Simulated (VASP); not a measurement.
Here is the system:

```
YbS
1.0
    0.00000     2.83850     2.83850
    2.83850     0.00000     2.83850
    2.83850     2.83850     0.00000
Yb S
1 1
Cartesian
  2.83850   2.83850   2.83850
  0.00000   0.00000   0.00000
```

The numbers are results of SCAN meta-GGA, VASP's PBE PAW potentials (set 64) (plane waves; VASP), not measurements. Numerical set-up: 400 eV cut-off, 7×7×7 Γ-centred mesh, Gaussian smearing of 0.050 eV, potentials Yb_2 S.

The 4f electrons are frozen in the core of the lanthanide potential, so 4f levels, which can set the real gap, and their magnetism are missing. Energy and stress use the plane-wave basis of the starting cell.

### Question
The ions, cell shape and volume are relaxed. Predict the relaxed structure.

### Answer

```
YbS
1.0
    0.00000     2.78743     2.78743
    2.78743     0.00000     2.78743
    2.78743     2.78743     0.00000
Yb S
1 1
Direct
  0.50000   0.50000   0.50000
  0.00000   0.00000   0.00000
```
Space group Fm-3m (225), at a tolerance of 0.03 Å.

### Question
How do energy and volume change from the first to the last step?

### Answer
The energy (σ→0) changes by -11.2 meV/atom and the volume by -5.3 %, in 4 ionic steps.

```tsv
step	E(σ→0) (eV)	max force (eV/Å)	pressure (GPa)	volume (Å³)
1	-65.3464	0.000	-3.59	45.74
2	-65.3622	0.000	1.59	42.43
3	-65.3690	0.000	-0.60	43.66
4	-65.3688	0.000	-0.03	43.32
```

The structure comes from a measured YbS entry (Fm-3m) of the Crystallography Open Database, whose conditions weren't checked. This run relaxes it. Symmetry was kept, so distortions that lower it aren't found.
